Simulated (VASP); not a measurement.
# DyO (F-43m) in VASP: further runs

One crystal, DyO, is run at these levels: r2SCAN+U, LDA+U; tasks: single point.

Program: VASP 6.6.1. These are calculated values, not measurements. Logs are shortened: lines on timing, memory, paths and dates and some standing lists are left out, and cuts for length are marked.

### 1 The crystal as given

Symmetry: F-43m, No. 216, cubic system. The conventional cell has a = 5.052 Å, b = 5.052 Å, c = 5.052 Å, α = 90.00°, β = 90.00°, γ = 90.00°. Dy (site symmetry -43m) has 4 O at 2.19 Å as nearest neighbours. O (site symmetry -43m) has 4 Dy at 2.19 Å as nearest neighbours.

The cell comes from a database or a generator and needn't be the stable form of this composition.

### 2 Single point, r2SCAN+U, collinear spin, ferromagnetic start

INCAR

```
ALGO = Normal ; EDIFF = 1E-6
ENCUT = 520 ; ISIF = 2
ISMEAR = 0 ; ISPIN = 2
LASPH = True ; LCHARG = False
LDAU = True ; LDAUJ = 0 0
LDAUL = 3 -1 ; LDAUPRINT = 1
LDAUTYPE = 2 ; LDAUU = 3 0
LMAXMIX = 6 ; LMIXTAU = True
LORBIT = 11 ; LREAL = False
LWAVE = False ; MAGMOM = 5 0
METAGGA = R2SCAN ; NBANDS = 24
NELM = 120 ; PREC = Accurate
SIGMA = 0.05
```

KPOINTS

```
k-points
0
Gamma
  6 6 6
```

POSCAR

```
DyO
1.0
    0.0000000000      2.5261071900      2.5261071900
    2.5261071900      0.0000000000      2.5261071900
    2.5261071900      2.5261071900      0.0000000000
Dy O
1 1
Direct
    0.0000000000      0.0000000000      0.0000000000
    0.2500000000      0.2500000000      0.2500000000
```

Potentials or basis: VASP PAW PBE potentials, release 64 (Dy, O).

Started as:

```
$ cat potpaw_PBE.64/Dy/POTCAR potpaw_PBE.64/O/POTCAR > POTCAR
$ mpirun -np 1 vasp_std > vasp.out
```

OUTCAR:

```text
EDIFF = 1E-6
   ENCUT = 520
   ISIF = 2
   ISMEAR = 0
   ISPIN = 2
   LASPH = True
   LORBIT = 11
   LREAL = False
   METAGGA = R2SCAN
   NELM = 120
   PREC = Accurate

 ion  position               nearest neighbor table
   1  0.000  0.000  0.000-   2 2.19   2 2.19   2 2.19   2 2.19
   2  0.250  0.250  0.250-   1 2.19   1 2.19   1 2.19   1 2.19

  LATTYP: Found a face centered cubic cell.
 ALAT       =     5.0522143800

  Lattice vectors:

 A1 = (   0.0000000000,   2.5261071900,   2.5261071900)
 A2 = (   2.5261071900,   0.0000000000,   2.5261071900)
 A3 = (   2.5261071900,   2.5261071900,   0.0000000000)

Analysis of symmetry for initial positions (statically):
=====================================================================
 Subroutine PRICEL returns:
 Original cell was already a primitive cell.

 Routine SETGRP: Setting up the symmetry group for a
 face centered cubic supercell.

 Subroutine GETGRP returns: Found 24 space group operations
 (whereof 24 operations were pure point group operations)
 out of a pool of 48 trial point group operations.

The static configuration has the point symmetry T_d .

Analysis of symmetry for dynamics (positions and initial velocities):
=====================================================================
 Subroutine PRICEL returns:
 Original cell was already a primitive cell.

 Routine SETGRP: Setting up the symmetry group for a
 face centered cubic supercell.

 Subroutine GETGRP returns: Found 24 space group operations
 (whereof 24 operations were pure point group operations)
 out of a pool of 48 trial point group operations.

The dynamic configuration has the point symmetry T_d .

Analysis of structural, dynamic, and magnetic symmetry:
=====================================================================
 Subroutine PRICEL returns:
 Original cell was already a primitive cell.

 Routine SETGRP: Setting up the symmetry group for a
 face centered cubic supercell.

 Subroutine GETGRP returns: Found 24 space group operations
 (whereof 24 operations were pure point group operations)
 out of a pool of 48 trial point group operations.

The overall configuration has the point symmetry T_d .

 Subroutine INISYM returns: Found 24 space group operations
 (whereof 24 operations are pure point group operations),
 and found     1 'primitive' translations

----------------------------------------------------------------------------------------

                                     Primitive cell

  volume of cell :      32.2393

  direct lattice vectors                    reciprocal lattice vectors
     0.000000000  2.526107190  2.526107190    -0.197933010  0.197933010  0.197933010
     2.526107190  0.000000000  2.526107190     0.197933010 -0.197933010  0.197933010
     2.526107190  2.526107190  0.000000000     0.197933010  0.197933010 -0.197933010

  length of vectors
     3.572455048  3.572455048  3.572455048     0.342830030  0.342830030  0.342830030

  position of ions in fractional coordinates (direct lattice)
     0.000000000  0.000000000  0.000000000
     0.250000000  0.250000000  0.250000000

  ion indices of the primitive-cell ions
   primitive index   ion index
                 1           1
                 2           2

----------------------------------------------------------------------------------------

 KPOINTS: k-points

Automatic generation of k-mesh.
 Grid dimensions read from file:
 generate k-points for:    6    6    6

 Generating k-lattice:

  Cartesian coordinates                     Fractional coordinates (reciprocal lattice)
    -0.032988835  0.032988835  0.032988835     0.166666667  0.000000000  0.000000000
     0.032988835 -0.032988835  0.032988835     0.000000000  0.166666667  0.000000000
     0.032988835  0.032988835 -0.032988835     0.000000000  0.000000000  0.166666667

  Length of vectors
     0.057138338  0.057138338  0.057138338
[... 60 lines left out ...]
   ISMEAR =     0;   SIGMA  =   0.05  broadening in eV -4-tet -1-fermi 0-gaus
   EFERMI_NEDOS =   21; number of points for ismear=-14 and -15
   IALGO  =     38    algorithm
   IMIX   =      4    mixing-type and parameters
     AMIX     =   0.40;   BMIX     =  1.00
     AMIX_MAG =   1.60;   BMIX_MAG =  1.00
  volume/ion in A,a.u.               =      16.12       108.78
  Fermi-wavevector in a.u.,A,eV,Ry     =   1.523833  2.879628 31.593659  2.322068
  Thomas-Fermi vector in A             =   2.632223
   LORBIT       =     11    0 simple, 1 ext, 2 COOP (PROOUT), +10 PAW based schemes
 LDA+U is selected, type is set to LDAUTYPE =  2
   angular momentum for each species LDAUL =     3   -1
   U (eV)           for each species LDAUU =   3.0  0.0
   J (eV)           for each species LDAUJ =   0.0  0.0
   METAGGA = R2SCAN    functional components
   LHFCALC =     F    Hartree Fock is set to
   AEXX    =    0.0000 exact exchange contribution
   IVDW    =     0    specifies the selected vdW correction
   LEPSILON=     F    determine dielectric tensor
   LRPA    =     F    only Hartree local field effects (RPA)
 spin polarized calculation
 Gauss-broadening in eV      SIGMA  =   0.05
  energy-cutoff  :      520.00
  volume of cell :       32.24
 maximum number of plane-waves:       893
 NGX is ok and might be reduce to    28
   NGX = 13   NGY = 13   NGZ = 13

atom =   1  type =  1  l = 3

 onsite density matrix

spin component  1

  0.9993 -0.0000 -0.0005 -0.0000 -0.0000 -0.0000  0.0000
 -0.0000  1.0031  0.0000 -0.0000 -0.0000  0.0000  0.0000
 -0.0005  0.0000  0.9996  0.0000  0.0000  0.0000 -0.0000
 -0.0000 -0.0000  0.0000  0.9989  0.0000  0.0000 -0.0000
 -0.0000 -0.0000  0.0000  0.0000  0.9996  0.0000  0.0005
 -0.0000  0.0000  0.0000  0.0000  0.0000  1.0000  0.0000
  0.0000  0.0000 -0.0000 -0.0000  0.0005  0.0000  0.9993

spin component  2

  0.2588 -0.0000  0.1949  0.0000  0.0000 -0.0000  0.0000
 -0.0000  0.9748  0.0000 -0.0000 -0.0000  0.0000  0.0000
  0.1949  0.0000  0.1582  0.0000  0.0000  0.0000 -0.0000
  0.0000 -0.0000  0.0000  0.4098  0.0000 -0.0000 -0.0000
  0.0000 -0.0000  0.0000  0.0000  0.1582 -0.0000 -0.1949
 -0.0000  0.0000  0.0000 -0.0000 -0.0000  0.0073  0.0000
  0.0000  0.0000 -0.0000 -0.0000 -0.1949  0.0000  0.2588

 occupancies and eigenvectors

  o =  0.0073  v =  0.0000  0.0000  0.0000  0.0000  0.0000  0.0000  0.0000 -0.0000  0.0000  0.0000 -0.0000 -0.0001 -1.0000 -0.0001      0.0000  0.0000  0.0000  0.0000  0.0000  0.0000  0.0000  0.0000  0.0000  0.0000  0.0000  0.0000  0.0000  0.0000
  o =  0.0073  v =  0.0000  0.0000  0.0000  0.0000  0.0000  0.0000  0.0000  0.0013  0.0000 -0.0017 -0.0000 -0.7906  0.0002 -0.6124      0.0000  0.0000  0.0000  0.0000  0.0000  0.0000  0.0000  0.0000  0.0000  0.0000  0.0000  0.0000  0.0000  0.0000
  o =  0.0073  v =  0.0000  0.0000  0.0000  0.0000  0.0000  0.0000  0.0000 -0.6124 -0.0000  0.7906  0.0000 -0.0017  0.0000 -0.0013      0.0000  0.0000  0.0000  0.0000  0.0000  0.0000  0.0000  0.0000  0.0000  0.0000  0.0000  0.0000  0.0000  0.0000
  o =  0.4098  v =  0.0000  0.0000  0.0000  0.0000  0.0000  0.0000  0.0000  0.0001  0.0000  0.0001 -0.0037  0.6124 -0.0000 -0.7906      0.0000  0.0000  0.0000  0.0000  0.0000  0.0000  0.0000  0.0000  0.0000  0.0000  0.0000  0.0000  0.0000  0.0000
  o =  0.4098  v =  0.0000  0.0000  0.0000  0.0000  0.0000  0.0000  0.0000  0.7906 -0.0000  0.6124 -0.0005 -0.0001  0.0000  0.0001      0.0000  0.0000  0.0000  0.0000  0.0000  0.0000  0.0000  0.0000  0.0000  0.0000  0.0000  0.0000  0.0000  0.0000
  o =  0.4098  v =  0.0000  0.0000  0.0000  0.0000  0.0000  0.0000  0.0000 -0.0004 -0.0000 -0.0003 -1.0000 -0.0022  0.0000  0.0029      0.0000  0.0000  0.0000  0.0000  0.0000  0.0000  0.0000  0.0000  0.0000  0.0000  0.0000  0.0000  0.0000  0.0000
  o =  0.9748  v =  0.0000  0.0000  0.0000  0.0000  0.0000  0.0000  0.0000  0.0000  1.0000  0.0000  0.0000 -0.0000  0.0000  0.0000      0.0000  0.0000  0.0000  0.0000  0.0000  0.0000  0.0000  0.0000  0.0000  0.0000  0.0000  0.0000  0.0000  0.0000
  o =  0.9989  v =  0.0000  0.0000  0.0000 -0.9999  0.0089  0.0000 -0.0115  0.0000  0.0000  0.0000  0.0000  0.0000  0.0000  0.0000      0.0000  0.0000  0.0000  0.0000  0.0000  0.0000  0.0000  0.0000  0.0000  0.0000  0.0000  0.0000  0.0000  0.0000
  o =  0.9989  v = -0.7906 -0.0000 -0.6124 -0.0000 -0.0000 -0.0000  0.0000  0.0000  0.0000  0.0000  0.0000  0.0000  0.0000  0.0000      0.0000  0.0000  0.0000  0.0000  0.0000  0.0000  0.0000  0.0000  0.0000  0.0000  0.0000  0.0000  0.0000  0.0000
  o =  0.9989  v =  0.0000 -0.0000 -0.0000  0.0146  0.6123 -0.0000 -0.7905  0.0000  0.0000  0.0000  0.0000  0.0000  0.0000  0.0000      0.0000  0.0000  0.0000  0.0000  0.0000  0.0000  0.0000  0.0000  0.0000  0.0000  0.0000  0.0000  0.0000  0.0000
  o =  1.0000  v =  0.0000 -0.0000 -0.0000  0.0000  0.0018  1.0000  0.0014  0.0000  0.0000  0.0000  0.0000  0.0000  0.0000  0.0000      0.0000  0.0000  0.0000  0.0000  0.0000  0.0000  0.0000  0.0000  0.0000  0.0000  0.0000  0.0000  0.0000  0.0000
  o =  1.0000  v =  0.6124 -0.0000 -0.7906 -0.0000 -0.0000 -0.0000  0.0000  0.0000  0.0000  0.0000  0.0000  0.0000  0.0000  0.0000      0.0000  0.0000  0.0000  0.0000  0.0000  0.0000  0.0000  0.0000  0.0000  0.0000  0.0000  0.0000  0.0000  0.0000
  o =  1.0000  v =  0.0000 -0.0000  0.0000 -0.0000  0.7906 -0.0023  0.6124  0.0000  0.0000  0.0000  0.0000  0.0000  0.0000  0.0000      0.0000  0.0000  0.0000  0.0000  0.0000  0.0000  0.0000  0.0000  0.0000  0.0000  0.0000  0.0000  0.0000  0.0000
  o =  1.0031  v =  0.0000  1.0000 -0.0000  0.0000  0.0000  0.0000 -0.0000  0.0000  0.0000  0.0000  0.0000  0.0000  0.0000  0.0000      0.0000  0.0000  0.0000  0.0000  0.0000  0.0000  0.0000  0.0000  0.0000  0.0000  0.0000  0.0000  0.0000  0.0000

 number of electron      25.9999999 magnetization       5.3789663

 Free energy of the ion-electron system (eV)
  ---------------------------------------------------
  ext. energy  EPLUGINS =         0.00000000
  ---------------------------------------------------
  free energy    TOTEN  =       -47.93864083 eV

  energy without entropy =      -47.92508136  energy(sigma->0) =      -47.93186110

 E-fermi :   5.0331     XC(G=0): -11.7591

 val. band max:        5.0155831307   @ k =  -0.1667   0.1667   0.0000
 cond. band min:       5.0343576939   @ k =   0.1667   0.1667   0.0000
 fundamental gap:      0.0187745632
 Fermi energy:         5.0331266576

 spin component 1

 k-point     1 :       0.0000    0.0000    0.0000
  band No.  band energies     occupation
      1     -44.4811      1.00000
      2     -19.3446      1.00000
      3     -19.3446      1.00000
      4     -19.3445      1.00000
      5     -16.7098      1.00000
      6      -2.2915      1.00000
[... 421 lines left out ...]
     23      17.0178      0.00000
     24      17.5546      0.00000
 Fermi energy:         5.0331266576

 spin component 2

 k-point     1 :       0.0000    0.0000    0.0000
  band No.  band energies     occupation
      1     -41.7899      1.00000
      2     -17.4521      1.00000
      3     -17.4521      1.00000
      4     -17.4519      1.00000
      5     -16.6195      1.00000
      6      -1.8390      1.00000
[... 421 lines left out ...]
     23      17.8241      0.00000
     24      18.9210      0.00000

------------------------ aborting loop because EDIFF is reached ----------------------------------------

  FORCE on cell =-STRESS in cart. coord.  units (eV):
  Direction    XX          YY          ZZ          XY          YZ          ZX
  --------------------------------------------------------------------------------------
  -------------------------------------------------------------------------------------
  Total        3.5182101      3.5182101      3.5182101      0.0000000      0.0000000      0.0000000
  in kB      174.8425120    174.8425120    174.8425120      0.0000000      0.0000000      0.0000000
  external PRESSURE =     174.8425120 kB  Pullay stress =       0.0000000 kB

 VOLUME and BASIS-vectors are now :
 -----------------------------------------------------------------------------
  energy-cutoff  :      520.00
  volume of cell :       32.24
      direct lattice vectors                 reciprocal lattice vectors
     0.000000000  2.526107190  2.526107190    -0.197933010  0.197933010  0.197933010
     2.526107190  0.000000000  2.526107190     0.197933010 -0.197933010  0.197933010
     2.526107190  2.526107190  0.000000000     0.197933010  0.197933010 -0.197933010

 POSITION                                       TOTAL-FORCE (eV/Angst)
 -----------------------------------------------------------------------------------
      0.00000      0.00000      0.00000         0.000000      0.000000      0.000000
      1.26305      1.26305      1.26305        -0.000000     -0.000000     -0.000000
 -----------------------------------------------------------------------------------
    total drift:                               -0.000000     -0.000000     -0.000000

  FREE ENERGIE OF THE ION-ELECTRON SYSTEM (eV)
  ---------------------------------------------------
  free  energy   TOTEN  =       -47.9386408260 eV

  energy  without entropy=      -47.9250813643  energy(sigma->0) =      -47.93186110

 total charge

# of ion       s       p       d       f       tot
--------------------------------------------------
    1        2.106   5.921   0.655   9.212  17.895
    2        1.578   3.534   0.000   0.000   5.112
--------------------------------------------------
tot          3.685   9.455   0.655   9.212  23.007

 magnetization (x)

# of ion       s       p       d       f       tot
--------------------------------------------------
    1        0.015  -0.038   0.155   4.771   4.903
    2        0.004  -0.009   0.000   0.000  -0.005
--------------------------------------------------
tot          0.019  -0.046   0.155   4.771   4.898
```

It took 18 min on 1 thread of Intel Xeon Platinum 8375C at 2.90GHz (Ice Lake), shared host; peak memory 0.23 GiB.

Results:

| Property | Result |
| --- | --- |
| Free energy | -47.9386 eV |
| Pressure | 17.5 GPa |
| Band gap on the k mesh | none (metal or under the smearing width) |
| Net moment | 5.38 μB per cell |
| Site moments | Dy +4.90; O -0.01 μB |
| Valence electrons inside the program's atomic spheres | Dy 17.89; O 5.11 |

Levels at points of the mesh, in eV from the Fermi level:
Spin up:
```csv
k point,band 13,band 14,band 15,band 16,band 17,band 18,band 19,band 20
"(0.00, 0.00, 0.00)",-5.74,-5.74,-5.57,-2.12,3.56,3.56,5.93,5.93
"(0.50, 0.00, 0.00)",-5.65,-5.65,-5.20,0.36,3.37,3.37,3.92,6.13
"(0.50, 0.50, 0.00)",-5.20,-5.09,-5.09,-0.99,1.57,5.62,6.13,6.13
```
Spin down:
| k point | band 8 | band 9 | band 10 | band 11 | band 12 | band 13 |
| --- | --- | --- | --- | --- | --- | --- |
| (0.00, 0.00, 0.00) | -6.87 | -3.09 | -0.42 | -0.03 | -0.03 | -0.03 |
| (0.50, 0.00, 0.00) | -6.16 | -2.70 | -0.25 | 0.08 | 0.08 | 2.15 |
| (0.50, 0.50, 0.00) | -5.31 | -2.70 | -0.07 | 0.03 | 0.03 | 1.16 |

Eigenvalues of the final occupation matrices:
| site | spin | trace | eigenvalues |
| --- | --- | --- | --- |
| site 1 f | 1 | 7.00 | 1.00 1.00 1.00 1.00 1.00 1.00 1.00 |
| site 1 f | 2 | 2.23 | 0.01 0.01 0.01 0.41 0.41 0.41 0.97 |

Caveat: the magnetic or orbital state may not be the lowest; the PAW data sets were made with another functional, which shifts forces and pressure a little; spin-orbit coupling is left out, which moves the levels of the heavy elements. The state reached can hang on the start; a lower one may exist.

(Continued in part 2 of 2.)
